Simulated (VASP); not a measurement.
Runs of VASP 6.6.1 on CsPbCl3. The structure is cubic, space group Pm-3m (No. 221). Conventional cell: a = 5.619 Å, b = 5.619 Å, c = 5.619 Å, α = 90.00°, β = 90.00°, γ = 90.00°. Around Cs (site symmetry m-3m) lie 12 Cl at 3.97 Å. Pb (site symmetry m-3m) has 6 Cl at 2.81 Å as nearest neighbours. Cl (site symmetry 4/mmm) has 2 Pb at 2.81 Å as nearest neighbours. 

| task | level | cell | k mesh | cutoff (eV) | grid for exact exchange (PRECFOCK) | screening parameter | exchange at q = 0 | share of exact exchange | gap on the mesh (eV) | pressure (GPa) |
| --- | --- | --- | --- | --- | --- | --- | --- | --- | --- | --- |
| band structure | HSE06 | Pm-3m, 35.47 Å³/atom | 4 × 4 × 4 | 520 | Fast | 0.2 1/A | - | - | 2.66 | (b) |
| relaxation of cell and atoms | PBEsol | relaxed | 6 × 6 × 6 | 600 | - | - | - | - | 1.83 | 0.0 |
| band structure | PBE-EpsX | Pm-3m, 35.47 Å³/atom | 4 × 4 × 4 | 520 | Fast | - | truncated | 0.2469 | (a) | 1.1 |
| band structure | PBE0 | Pm-3m, 35.47 Å³/atom | 4 × 4 × 4 | 520 | Fast | - | truncated | - | 3.31 | 1.1 |

Alike in all rows: potentials or basis VASP PAW PBE potentials, release 64 (Cs_sv, Pb_d, Cl); no spin polarisation; smearing gaussian 0.03 eV.

**Question.** Estimate the missing entries.

**Answer.** (a) 3.29; (b) 1.2.

Caveats: the PAW data sets were made with another functional, which shifts forces and pressure a little; spin-orbit coupling is left out, which as a rule narrows the gap of such compounds by several tenths of an eV.

A k mesh can miss the band edges, and the runs leave out spin-orbit coupling on Cs, Pb.

Runs at the PBE level aren't shown here.
